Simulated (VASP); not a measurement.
# K2SrVF6 (P1) in VASP: single point with PBE

Aim: the single point of K2SrVF6 with PBE.

Everything below comes from runs of VASP 6.6.1. Logs are shortened: lines on timing, memory, paths and dates and some standing lists are left out, and cuts for length are marked.

## (1) The crystal as given

The typed cell holds 10 atoms: a = 6.306 Å, b = 6.149 Å, c = 6.164 Å, α = 60.99°, β = 62.04°, γ = 60.15°.

The cell was built by a generator and needn't be a form met in nature.

## (2) Single point, PBE

File INCAR:

```
  ALGO = Fast
  EDIFF = 1E-6
  ENCUT = 520
  GGA = PE
  ISIF = 2
  ISMEAR = -1
  LASPH = True
  LCHARG = True
  LELF = True
  LREAL = False
  LVHAR = True
  LWAVE = False
  NBANDS = 52
  NELM = 100
  PREC = Accurate
  SIGMA = 0.1288
```

File KPOINTS:

```
Automatic mesh
0
Gamma
  4 4 4
  0 0 0.5
```

File POSCAR:

```
K2SrVF6
1.0
   -0.1262900000      4.3979370000      4.5178050000
    4.2957700000     -0.0075800000      4.3990950000
    4.3667090000      4.3501670000     -0.0785200000
K Sr F V
2 1 6 1
Direct
    0.2553900000      0.2433020000      0.2803200000
    0.7421890000      0.7459490000      0.7526420000
    0.4935690000      0.5056910000      0.5151080000
    0.7569090000      0.2370810000      0.2167060000
    0.2608480000      0.7604360000      0.2443970000
    0.2249060000      0.7454150000      0.7736030000
    0.7490760000      0.2508960000      0.7632320000
    0.2315940000      0.2190310000      0.7617090000
    0.7663680000      0.7665790000      0.2113350000
    0.9933440000      0.0092780000      0.9969110000
```

Potentials or basis: VASP PAW PBE potentials, release 64 (K_sv, Sr_sv, F, V_sv).

Started as:

```
$ cat potpaw_PBE.64/K_sv/POTCAR potpaw_PBE.64/Sr_sv/POTCAR potpaw_PBE.64/F/POTCAR potpaw_PBE.64/V_sv/POTCAR > POTCAR
$ mpirun -np 1 vasp_std > vasp.out
```

OUTCAR:

```text
EDIFF = 1E-6
   ENCUT = 520
   GGA = PE
   ISIF = 2
   ISMEAR = -1
   LASPH = True
   LREAL = False
   NELM = 100
   PREC = Accurate

 ion  position               nearest neighbor table
   1  0.255  0.243  0.280-   8 2.83   3 3.70   3 3.72   3 3.94   3 3.98
   2  0.742  0.746  0.753-   3 3.65   3 3.83   3 3.92   3 3.92
   3  0.494  0.506  0.515-   6 2.20   7 2.21   5 2.21   9 2.42   8 2.47   4 2.49   2 3.65   1 3.70
                             1 3.72   2 3.83   2 3.92   2 3.92   1 3.94   1 3.98
   4  0.757  0.237  0.217-  10 1.97   3 2.49
   5  0.261  0.760  0.244-   3 2.21  10 2.26
   6  0.225  0.745  0.774-  10 2.14   3 2.20
   7  0.749  0.251  0.763-  10 2.09   3 2.21
   8  0.232  0.219  0.762-  10 2.02   3 2.47   1 2.83
   9  0.766  0.767  0.211-  10 2.11   3 2.42
  10  0.993  0.009  0.997-   4 1.97   8 2.02   7 2.09   9 2.11   6 2.14   5 2.26

  LATTYP: Found a triclinic cell.
 ALAT       =     6.1486367732
 B/A-ratio  =     1.0025430949
 C/A-ratio  =     1.0153761635
 COS(alpha) =     0.0040129139
 COS(beta)  =     0.4821244175
 COS(gamma) =     0.4849360352

  Lattice vectors:

 A1 = (  -4.2957700000,   0.0075800000,  -4.3990950000)
 A2 = (  -4.3667090000,  -4.3501670000,   0.0785200000)
 A3 = (  -4.4220600000,   4.4055170000,   0.1187100000)

Analysis of symmetry for initial positions (statically):
=====================================================================
 Subroutine PRICEL returns:
 Original cell was already a primitive cell.

 Routine SETGRP: Setting up the symmetry group for a
 triclinic supercell.

 Subroutine GETGRP returns: Found  1 space group operations
 (whereof  1 operations were pure point group operations)
 out of a pool of  2 trial point group operations.

The static configuration has the point symmetry C_1 .

Analysis of symmetry for dynamics (positions and initial velocities):
=====================================================================
 Subroutine PRICEL returns:
 Original cell was already a primitive cell.

 Routine SETGRP: Setting up the symmetry group for a
 triclinic supercell.

 Subroutine GETGRP returns: Found  1 space group operations
 (whereof  1 operations were pure point group operations)
 out of a pool of  2 trial point group operations.

The dynamic configuration has the point symmetry C_1 .

 Subroutine INISYM returns: Found  1 space group operations
 (whereof  1 operations are pure point group operations),
 and found     1 'primitive' translations

----------------------------------------------------------------------------------------

                                     Primitive cell

  volume of cell :     172.9578

  direct lattice vectors                    reciprocal lattice vectors
    -0.126290000  4.397937000  4.517805000    -0.110640869  0.113015257  0.108236895
     4.295770000 -0.007580000  4.399095000     0.115626649 -0.114004815  0.114212208
     4.366709000  4.350167000 -0.078520000     0.112057313  0.115421285 -0.109226454

  length of vectors
     6.306216063  6.148636773  6.164273340     0.191648312  0.198522161  0.194446220

  position of ions in fractional coordinates (direct lattice)
     0.255390000  0.243302000  0.280320000
     0.742189000  0.745949000  0.752642000
     0.493569000  0.505691000  0.515108000
     0.756909000  0.237081000  0.216706000
     0.260848000  0.760436000  0.244397000
     0.224906000  0.745415000  0.773603000
     0.749076000  0.250896000  0.763232000
     0.231594000  0.219031000  0.761709000
     0.766368000  0.766579000  0.211335000
     0.993344000  0.009278000  0.996911000

  ion indices of the primitive-cell ions
   primitive index   ion index
                 1           1
                 2           2
                 3           3
                 4           4
                 5           5
                 6           6
                 7           7
                 8           8
                 9           9
                10          10

----------------------------------------------------------------------------------------

 KPOINTS: Automatic mesh

Automatic generation of k-mesh.
 Grid dimensions read from file:
 generate k-points for:    4    4    4

 Generating k-lattice:

  Cartesian coordinates                     Fractional coordinates (reciprocal lattice)
    -0.027660217  0.028253814  0.027059224     0.250000000  0.000000000  0.000000000
     0.028906662 -0.028501204  0.028553052    -0.000000000  0.250000000 -0.000000000
     0.028014328  0.028855321 -0.027306614    -0.000000000  0.000000000  0.250000000

  Length of vectors
     0.047912078  0.049630540  0.048611555

  Shift w.r.t. Gamma in fractional coordinates (k-lattice)
     0.000000000  0.000000000  0.500000000

 Subroutine IBZKPT returns following result:
 ===========================================

 Found     32 irreducible k-points:

 Following reciprocal coordinates:
            Coordinates               Weight
  0.000000  0.000000  0.125000      2.000000
  0.250000  0.000000  0.125000      2.000000
  0.500000  0.000000  0.125000      2.000000
 -0.250000 -0.000000  0.125000      2.000000
  0.000000  0.250000  0.125000      2.000000
  0.250000  0.250000  0.125000      2.000000
[... 16 lines left out ...]
  0.500000  0.250000  0.375000      2.000000
 -0.250000  0.250000  0.375000      2.000000
 [... further k-points ...]
   k-points           NKPTS =     32   k-points in BZ     NKDIM =     32   number of bands    NBANDS=     52
   number of dos      NEDOS =    301   number of ions     NIONS =     10
   total plane-waves  NPLWV = 110592
   dimension x,y,z NGX =    48 NGY =   48 NGZ =   48
   dimension x,y,z NGXF=    96 NGYF=   96 NGZF=   96
   ions per type =               2   1   6   1
   NGX,Y,Z   is equivalent  to a cutoff of  12.65, 12.98, 12.95 a.u.
   NGXF,Y,Z  is equivalent  to a cutoff of  25.31, 25.96, 25.89 a.u.
 SYSTEM =  unknown system
   PREC   = accura    normal or accurate (medium, high low for compatibility)
   ISTART =      0    job   : 0-new  1-cont  2-samecut
   ICHARG =      2    charge: 1-file 2-atom 10-const
   ISPIN  =      1    spin polarized calculation?
   LNONCOLLINEAR =      F non collinear calculations
   LSORBIT =      F    spin-orbit coupling
   LASPH  =      T    aspherical Exc in radial PAW
   ENCUT  =  520.0 eV  38.22 Ry    6.18 a.u.  11.73 11.43 11.46*2*pi/ulx,y,z
   NELM   =    100;   NELMIN=  2; NELMDL= -5     # of ELM steps
   EDIFF  = 0.1E-05   stopping-criterion for ELM
   LREAL  =      F    real-space projection
   EDIFFG = 0.1E-04   stopping-criterion for IOM
   NSW    =      0    number of steps for IOM
   IBRION =     -1    ionic relax: 0-MD 1-quasi-New 2-CG
   NFREE  =      0    steps in history (QN), initial steepest desc. (CG)
   ISIF   =      2    stress and relaxation
   ISYM   =      2    0-nonsym 1-usesym 2-fastsym
   POTIM  = 0.5000    time-step for ionic-motion
   TEBEG  =    0.0;   TEEND  =   0.0 temperature during run
   PSTRESS=    0.0 pullay stress
   NELECT =      83.0000    total number of electrons
   NUPDOWN=      -1.0000    fix difference up-down
   EMIN   =  10.00;   EMAX   =-10.00  energy-range for DOS
   EFERMI =   0.00;   METHOD = LEGACY
   ISMEAR =    -1;   SIGMA  =   0.13  broadening in eV -4-tet -1-fermi 0-gaus
   EFERMI_NEDOS =   21; number of points for ismear=-14 and -15
   IALGO  =     68    algorithm
   IMIX   =      4    mixing-type and parameters
     AMIX     =   0.40;   BMIX     =  1.00
     AMIX_MAG =   1.60;   BMIX_MAG =  1.00
  volume/ion in A,a.u.               =      17.30       116.72
  Fermi-wavevector in a.u.,A,eV,Ry     =   1.281703  2.422068 22.351149  1.642763
  Thomas-Fermi vector in A             =   2.414058
   LORBIT       =      0    0 simple, 1 ext, 2 COOP (PROOUT), +10 PAW based schemes
   GGA     = PE    functional components
   LHFCALC =     F    Hartree Fock is set to
   AEXX    =    0.0000 exact exchange contribution
   IVDW    =     0    specifies the selected vdW correction
   LEPSILON=     F    determine dielectric tensor
   LRPA    =     F    only Hartree local field effects (RPA)
 non-spin polarized calculation
 RMM-DIIS sequential band-by-band and
  energy-cutoff  :      520.00
  volume of cell :      172.96
 maximum number of plane-waves:      4678
 NGX is ok and might be reduce to    48
   NGX = 23   NGY = 23   NGZ = 23

 number of electron      83.0000007 magnetization

 Free energy of the ion-electron system (eV)
  ---------------------------------------------------
  ext. energy  EPLUGINS =         0.00000000
  ---------------------------------------------------
  free energy    TOTEN  =       -51.46596485 eV

  energy without entropy =      -50.92545325  energy(sigma->0) =      -51.19570905

 E-fermi :   4.2467     XC(G=0):  -8.7743

 val. band max:        4.2462696424   @ k =   0.2500   0.5000   0.1250
 cond. band min:       4.2477011535   @ k =   0.2500   0.2500   0.1250
 fundamental gap:      0.0014315111
 Fermi energy:         4.2467305736

 k-point     1 :       0.0000    0.0000    0.1250
  band No.  band energies     occupation
      1     -60.7595      2.00000
      2     -34.7788      2.00000
      3     -34.7225      2.00000
      4     -34.5799      2.00000
      5     -32.0159      2.00000
      6     -28.7880      2.00000
[... 44 lines left out ...]
     51       7.5905      0.00000
     52       7.7402      0.00000

 k-point     2 :       0.2500    0.0000    0.1250
  band No.  band energies     occupation
      1     -60.7595      2.00000
      2     -34.7788      2.00000
      3     -34.7225      2.00000
      4     -34.5799      2.00000
      5     -32.0157      2.00000
      6     -28.7876      2.00000
[... 44 lines left out ...]
     51       7.5900      0.00000
     52       7.8542      0.00000
[... 1153 lines left out ...]
     51       7.6920      0.00000
     52       7.9001      0.00000

 k-point    24 :      -0.2500    0.2500    0.3750
  band No.  band energies     occupation
      1     -60.7594      2.00000
      2     -34.7788      2.00000
      3     -34.7225      2.00000
      4     -34.5799      2.00000
      5     -32.0154      2.00000
      6     -28.7869      2.00000
[... 44 lines left out ...]
     51       7.7899      0.00000
     52       8.0276      0.00000

 [... further k-points ...]

------------------------ aborting loop because EDIFF is reached ----------------------------------------

  FORCE on cell =-STRESS in cart. coord.  units (eV):
  Direction    XX          YY          ZZ          XY          YZ          ZX
  --------------------------------------------------------------------------------------
  -------------------------------------------------------------------------------------
  Total        2.8787873      4.6167915     -0.6994962      0.1061535      0.0926121      0.4216226
  in kB       26.6673573     42.7671843     -6.4797125      0.9833421      0.8579025      3.9056586
  external PRESSURE =      20.9849430 kB  Pullay stress =       0.0000000 kB

 VOLUME and BASIS-vectors are now :
 -----------------------------------------------------------------------------
  energy-cutoff  :      520.00
  volume of cell :      172.96
      direct lattice vectors                 reciprocal lattice vectors
    -0.126290000  4.397937000  4.517805000    -0.110640869  0.113015257  0.108236895
     4.295770000 -0.007580000  4.399095000     0.115626649 -0.114004815  0.114212208
     4.366709000  4.350167000 -0.078520000     0.112057313  0.115421285 -0.109226454

 POSITION                                       TOTAL-FORCE (eV/Angst)
 -----------------------------------------------------------------------------------
      2.23699      2.34078      2.20210        -0.080440     -0.194026      0.034805
      6.39726      6.53256      6.57547         0.146033      0.218425      0.013654
      4.35933      4.40766      4.41398        -1.387993     -0.176796     -0.078137
      1.86915      4.26975      4.44549         0.626518      0.081919     -0.051550
      4.30093      2.20460      4.50450        -0.025831     -2.040735     -0.070342
      6.55183      4.34877      4.23449         1.566933     -0.010022      0.095428
      4.31600      6.61267      4.42797        -0.126218      1.534765      0.070886
      4.23782      4.33044      1.95003        -0.047085     -0.016345      0.319969
      4.11910      4.28397      6.81796         0.204072      0.140318      0.231202
      4.26763      8.70532      4.45027        -0.875990      0.462497     -0.565913
 -----------------------------------------------------------------------------------
    total drift:                                0.000484      0.000616      0.000046

  FREE ENERGIE OF THE ION-ELECTRON SYSTEM (eV)
  ---------------------------------------------------
  free  energy   TOTEN  =       -51.4659648459 eV

  energy  without entropy=      -50.9254532531  energy(sigma->0) =      -51.19570905
```

It took 12 min on 1 thread of Intel Xeon Platinum 8488C (Sapphire Rapids), shared host; peak memory 0.49 GiB.

What came out:

```
Free energy            : -51.4660 eV
Pressure               : 2.1 GPa
Largest force          : 2.042 eV/Å
Band gap on the k mesh : none (metal or under the smearing width)
```

Forces in eV/Å, atoms in the order of the input:
```
K   -0.080 -0.194  0.035
K    0.146  0.218  0.014
Sr  -1.388 -0.177 -0.078
F    0.627  0.082 -0.052
F   -0.026 -2.041 -0.070
F    1.567 -0.010  0.095
F   -0.126  1.535  0.071
F   -0.047 -0.016  0.320
F    0.204  0.140  0.231
V   -0.876  0.462 -0.566
```

Stress tensor (GPa, compression positive):
```
 2.67  0.10  0.39
 0.10  4.28  0.09
 0.39  0.09 -0.65
```

Caveat: an odd number of electrons without spin polarisation forces a metal; a magnetic or distorted state may lie lower; the run has no spin polarisation, though such a crystal can be magnetic; semilocal functionals often make such compounds metallic where correlation or magnetic order opens a gap, which also shifts bond lengths. With open d or f shells a metallic result of PBE can be an artefact of self-interaction; +U or a hybrid may open a gap.
